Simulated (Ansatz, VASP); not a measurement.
# HfC in two plane-wave programs, part 2 of 2

One calculation is typed for both programs; each brings its own data sets. How far apart do they land? The cell is taken from a series of runs on this material, whose earlier steps may have relaxed, scaled, displaced or heated it; both programs get it as it stands.

VASP 6.6.1 and Ansatz 0.2.0.

So far: Starting point; VASP: zone-centre phonons, PBEsol.

## Step 3: Ansatz: zone-centre phonons, PBEsol

Level of this step: Ansatz beside VASP: Kohn-Sham DFT, plane waves, PBEsol (Ansatz).

Ansatz runs on its PAW soft_1 files.

The same cell, functional, mesh and smearing now go to Ansatz, which takes its cutoff from its data sets.

input.yaml

```yaml
crystal:
  lattice:
    - [0.0, 2.3266158713, 2.2947168436]
    - [2.3266158713, 0.0, 2.2947168436]
    - [2.3266158713, 2.3266158713, 0.0]
  atoms:
    - { symbol: C, position: [0.0, 0.0, 0.0] }
    - { symbol: Hf, position: [0.5, 0.5, 0.5] }
kpoints:
  mp_grid: { grid: [16, 16, 16] }
hamiltonian:
  xc: pbesol
  pseudopotentials: { kind: paw, azcp: { folder: soft_1 }, xc_functional: pbe }
scf:
  occupations: { method: methfessel_paxton, width: 0.2 }
output:
  eigenvalues: true
phonons:
  method: dfpt
```

Run with:

```bash
$ ansatz run input.yaml --threads 4 --pin off --max-ram 10240MiB --backend cpu --events-out ev --progress --plain --runs-dir out
```

Numbers of over 12 decimals in the logs are rounded to 6 here.

The log of the run:

```text
zone centre: on kpoints.mp_grid the ground state, and the responses unless they are solved on pairs of k-points, stand on 621 of the mesh's 4096 k-points, reduced under 8 symmetry operations, with k and −k counted as one. Each operation leaves every solved displacement unchanged or reverses it
Engine: ansatz 0.2.0, x86_64-unknown-linux-gnu
Pseudopotentials: kind: paw
Pseudopotential: C, paw, valence charge 4, recommended cutoff 420 eV (normal), soft_1/C.paw.azcp
Pseudopotential: Hf, paw, valence charge 26, recommended cutoff 420 eV (normal), soft_1/Hf.paw.azcp
Functional definition: PBEsol
  exchange = pbesol_x
  correlation = pbesol_c
Crystal: 2 atoms, lattice volume = 24.843 Å³
Basis set: ecut = 420 eV, 531 PW (Γ), exchange–correlation on 48×48×48 points (8 copies of the dense FFT grid, shifted against one another)
Bands: 19, of which v1, the nominal top of the filled ones, is band 15 counted from 1 (14 counted from 0)
Symmetry: 16 space group operations
k-points: 621 of 4096 (irreducible under 8 space group operations)
Non-local potential: C, projectors of the file, l = 0: 2, l = 1: 2, l = 2: 1
Non-local potential: Hf, projectors of the file, l = 0: 3, l = 1: 2, l = 2: 2, l = 3: 3
PAW form: soft (Blöchl's): semilocal exchange-correlation on the pseudo side does not see the compensation charge
PAW frozen core: C, regenerated for the run's functional, and the local potential with it (the file was generated under x = pbe(κ = 0.804, μ = 0.219515), c = pbe(β = 0.066725))
PAW frozen core: Hf, regenerated for the run's functional, and the local potential with it (the file was generated under x = pbe(κ = 0.804, μ = 0.219515), c = pbe(β = 0.066725))
PAW one-centre angular grid: C, 110 points (default); XC on 64 Gauss nodes
PAW one-centre angular grid: Hf, 590 points (default); XC on 64 Gauss nodes
Initial density: superposition of atomic densities (chi_scale 0.1, normalization cell, long waves kept (reshape's long-wave potential 0.00 eV rms))
Initial wavefunctions: pseudopotential atomic-orbital guess
Functional: x = pbesol(κ = 0.804, μ = 0.123457), c = pbesol(β = 0.046)
SCF iter   1: F=—  HF=-15848.043642 eV  |F-HF|=—  |Δ(HF+E_count)|=         —  Δρ=8.54e-2  dr2=2.47e0  ethr=3.10e-3  ⟨swp⟩=5.0  Hψ=51633  notcnv=0
preconditioner: auto → Kerker (q_TF=auto, 2.815 Å⁻¹)  [metal: Δε(μ)=0.029 eV  Ē_g=17.618 eV  σ=0.200 eV  W_gap=0.12  n_scr=14 (ndim 8)  ℏωp=39.4 eV  f_vac=0.000  D(μ)=0.21/eV (n_scr^D=0)]
SCF iter   2: F=—  HF=-15847.535207 eV  |F-HF|=—  |Δ(HF+E_count)|=   5.08e-1  S|Δr|=    0.00e0  Δρ=3.31e-2  dr2=2.70e-1  ethr=3.10e-3  ⟨swp⟩=2.5  Hψ=22044  notcnv=0  defer=1
SCF iter   3: F=—  HF=-15847.481302 eV  |F-HF|=—  |Δ(HF+E_count)|=   5.39e-2  S|Δr|=    0.00e0  Δρ=1.42e-2  dr2=3.16e-2  ethr=8.99e-4  ⟨swp⟩=2.0  Hψ=21030  notcnv=0
SCF iter   4: F=—  HF=-15847.473126 eV  |F-HF|=—  |Δ(HF+E_count)|=   8.18e-3  S|Δr|=    0.00e0  Δρ=8.18e-3  dr2=7.92e-3  ethr=1.05e-4  ⟨swp⟩=2.1  Hψ=21209  notcnv=0
SCF iter   5: F=—  HF=-15847.473232 eV  |F-HF|=—  |Δ(HF+E_count)|=   1.07e-4  S|Δr|=    0.00e0  Δρ=1.46e-3  dr2=2.80e-4  ethr=2.64e-5  ⟨swp⟩=2.3  Hψ=20140  notcnv=0
SCF iter   6: F=—  HF=-15847.473196 eV  |F-HF|=—  |Δ(HF+E_count)|=   3.63e-5  S|Δr|=    0.00e0  Δρ=2.48e-4  dr2=1.52e-5  ethr=9.34e-7  ⟨swp⟩=3.0  Hψ=21591  notcnv=0
SCF iter   7: F=—  HF=-15847.473201 eV  |F-HF|=—  |Δ(HF+E_count)|=   4.77e-6  S|Δr|=    0.00e0  Δρ=6.63e-5  dr2=8.12e-7  ethr=5.06e-8  ⟨swp⟩=2.3  Hψ=21719  notcnv=0
SCF iter   8: F=—  HF=-15847.473201 eV  |F-HF|=—  |Δ(HF+E_count)|=   5.30e-7  S|Δr|=    0.00e0  Δρ=1.34e-5  dr2=2.58e-8  ethr=2.71e-9  ⟨swp⟩=2.9  Hψ=23528  notcnv=0
SCF iter   9: F=—  HF=-15847.473201 eV  |F-HF|=—  |Δ(HF+E_count)|=   1.13e-8  S|Δr|=    0.00e0  Δρ=2.46e-6  dr2=1.24e-9  ethr=8.59e-11  ⟨swp⟩=2.3  Hψ=19370  notcnv=0
SCF iter  10: F=—  HF=-15847.473201 eV  |F-HF|=—  |Δ(HF+E_count)|=   1.23e-9  S|Δr|=    0.00e0  Δρ=3.14e-7  dr2=1.64e-11  ethr=4.15e-12  ⟨swp⟩=2.6  Hψ=22954  notcnv=0
SCF iter  11: F=-15847.473201 eV  HF=-15847.473201 eV  |F-HF|=3.64e-12  |Δ(HF+E_count)|=  1.82e-11  S|Δr|=    0.00e0  Δρ=5.02e-8  dr2=3.14e-13  ethr=1.00e-12  ⟨swp⟩=7.7  Hψ=69826  notcnv=0
SCF 1 converged in 11 iterations: F = -15847.473201 eV  dr2 = 3.14e-13
  greatest PAW one-centre occupation: 0.998 electrons in one spin orbital (limit 2), on the Hf atom at site 1 (counted from 0), in its partial waves of l = 0
DFPT response loops at Γ: preconditioner auto → Kerker (q_TF=auto, 2.815 Å⁻¹) (partly filled bands, converged f_vac=0.000); β = 1.00, the filter's whole step (`scf.mixing.beta` (0.50) is not read by the response loops under this deck's `scf.mixing.preconditioner`; to damp them name `kerker` or `kerker_dos`, under which they read `scf.mixing.beta`, and type it under 1.00, their step now; both keys bind the ground state too); Broyden in place of MSR1
SCF converged after 11 iterations
Stability not checked: this state was not tested for a lower state beside it, because cold or Methfessel-Paxton smearing, or corrected tetrahedra, fill the levels in a way that the test cannot read (fill_not_monotonic; see scf.lower_state_search)
Free energy (F): -15847.473201 eV
Harris-Foulkes:  -15847.473201 eV  (|F-HF|=3.64e-12)
Internal energy: -15847.472573 eV  (E = F + TS)
E sigma→0 (E₀):  -15847.473044 eV
Entropy (-TS):   -0.000628 eV (-0.314 meV/atom)
Fermi energy:    18.657817 eV
Step filling:    the computed levels leave a gap of 0.0036 eV = 0.0 smearing widths at the electron count; against every level under it full and every level over it empty, smearing changes F+E_penalty+E_count by -0.602 meV and its σ→0 estimate by -0.445 meV
--- Per-component energies (eV) ---
  E_band       = 69.615558
  E_kinetic    = 493.665422
  E_local      = -6198.785348  (includes V_loc(G=0)·N_el)
  E_nonlocal   = 91.196276
  E_hartree    = 3034.508979
  E_xc         = -312.023193
  E_vxc        = -313.462861  (∫ρ·V_xc dr)
  E_paw        = -7673.389414  (= ΣΔE_a)
  E_vpaw       = -72.015964  (= ΣTr[D̂ρ^β])
  E_aug_tail   = 0.000108  (compensation charges beyond the density's cutoff)
  E_ewald      = -5283.917561
  E_core_change = 1.272157  (= ΣΔE_core)
  E_smearing   = -0.000628  (= −TS)
  E_closure    = 0.000000  (closes the sum)
  Σ components = -15847.473201   (vs F -15847.473201, Δ=0.00e0)
--- Band table (eV; the first three rows and the last of 621) ---
  k-point 0: bands = [... 11 lower, 7.7593, 19.7189, 19.7189, 19.7940, 19.9305, 19.9305, 20.0797, 21.9370]
  k-point 1: bands = [... 11 lower, 7.7587, 18.9318, 19.1511, 19.2258, 20.1871, 20.2554, 20.5470, 22.4541]
  k-point 2: bands = [... 11 lower, 7.7588, 17.8636, 18.3276, 18.3997, 20.5326, 20.5878, 20.9762, 23.5399]
  k-point 620: bands = [... 11 lower, 8.2282, 16.1590, 16.7485, 18.5606, 18.5606, 23.9995, 25.4396, 25.4396]
--- Phonons (Γ-DFPT): 4 representative perturbations + reference, on 621 of 4096 k-points (Σ response iterations 12) ---
  k mesh reduced under 8 symmetry operations, with k and −k counted as one. Each operation leaves every solved displacement unchanged or reverses it
  ASR residual: 2.511e-5 → 0.000e0 eV/Å²; symmetrization residual: 7.479e-7 eV/Å²
  ASR residual per site (eV/Å²): 1.47e-5 2.51e-5
  Γ frequencies (cm⁻¹): 0.00 0.00 0.00 423.94 423.94 464.37
  non-analytic LO–TO correction: not included (Born effective charges unavailable; polar crystals: no LO–TO splitting at Γ)
```

The column dr2 measures how far the density is from self-consistency, as an energy; F and HF (Harris–Foulkes) agree once it is small.

## Step 4: Differences

Known differences besides the potentials themselves: the data sets hold 30 valence electrons in Ansatz (on its PAW soft_1 files) and 14 in VASP; the cutoff is 420 eV in Ansatz and 600 eV in VASP; Ansatz makes its cores anew for this functional, VASP keeps those of its PBE data sets. Total energies have different zeros and are not compared.

The two programs side by side:

```csv
quantity,Ansatz,VASP,difference
optical mode 1 to 2 (cm⁻¹),423.9,421.4,+0.59 %
optical mode 3 (cm⁻¹),464.4,463.0,+0.29 %
```

Modes are paired by rising frequency, not by their patterns, so a pair may set unlike modes beside each other; they are those without the splitting of longitudinal modes.

## Step 5: Summary of results

| Item | Value |
| --- | --- |
| r.m.s. difference of the optical zone-centre modes, each program's sorted by frequency (zone-centre phonons, PBEsol) | 2.2 cm⁻¹ |
| difference in optical mode 1 to 2 (zone-centre phonons, PBEsol) | +0.6 % |

In words: The r.m.s. difference of the optical zone-centre modes, each program's sorted by frequency is 2.2 cm⁻¹ (zone-centre phonons, PBEsol). The data sets hold unlike numbers of valence electrons (30 in Ansatz and 14 in VASP), so part of the differences comes from the potentials. Among the rows given in per cent, the largest difference of the zone-centre phonons, PBEsol pair is in optical mode 1 to 2, +0.6 %. Such differences can come from data sets, numerical settings and the points named under the comparisons, not from the functional's error against experiment.

[Lines on the potential files, build, host, timing and source positions are cut from VASP's logs without a mark.]

[Logs are printed without paths, hosts, clocks, repeated set-up lines and the standing remarks that a program may print on its own settings, such as how far it seeks lower states.]

[Hosts, paths, dates, database ids (printed as entryN), source tags and the programs' standing remarks are cut or masked in the printed files.]
